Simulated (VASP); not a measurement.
An input for Ansatz (written as the equivalent of a VASP run, and not itself run):

Ansatz 0.2 input:
```yaml
crystal:
  lattice:
    - [0.0000000, 1.9311040, 1.9311040]
    - [1.9311040, 0.0000000, 1.9311040]
    - [1.9311040, 1.9311040, 0.0000000]
  atoms:
    - { symbol: Ir, position: [0.0000000, 0.0000000, 0.0000000] }
kpoints:
  mp_grid: { grid: [12, 12, 12] }
hamiltonian:
  xc: pbe
  pseudopotentials: { kind: paw }
scf:
  occupations: { method: fermi_dirac, width: 0.05 }
  max_iter: 100
output: { forces: true, stress: true, eigenvalues: true }
```

Q: Translate this input to VASP (INCAR, KPOINTS, POSCAR, choice of POTCAR).

A: One answer among several that fit: 
**KPOINTS**
```
K-points
0
Gamma
  12 12 12
0 0 0
```

File POSCAR:
```
Ir
3.8622080
  0.0000000000   0.5000000000   0.5000000000
  0.5000000000   0.0000000000   0.5000000000
  0.5000000000   0.5000000000   0.0000000000
Ir
1
Cart
  0.0000000000   0.0000000000   0.0000000000
```

**INCAR**
```
SYSTEM = Ir
PREC = Accurate; ENCUT = 300; LREAL = .FALSE.
LASPH = .TRUE.
EDIFF = 1E-6; NELM = 100; ALGO = Normal
LMAXMIX = 6
ISMEAR = -1; SIGMA = 0.05
GGA = PE
ISIF = 2
LWAVE = .FALSE.; LCHARG = .FALSE.
```

POTCAR, in this order: Ir (PBE.64 set). Program: vasp_std.

The two are equivalent in intent, not identical: each code has its own PAW files, so the cut-off isn't converted (ENCUT is set for VASP's; basis.ecutwfc is left out, and Ansatz then takes the one that its files recommend); Ansatz stops its SCF on the density residual and VASP on the energy change (EDIFF).

The structure comes from a computed database's Ir entry; how it stands against other phases isn't given here. The cell was not relaxed at this level, and its volume differs by -5.9 % from the start's.
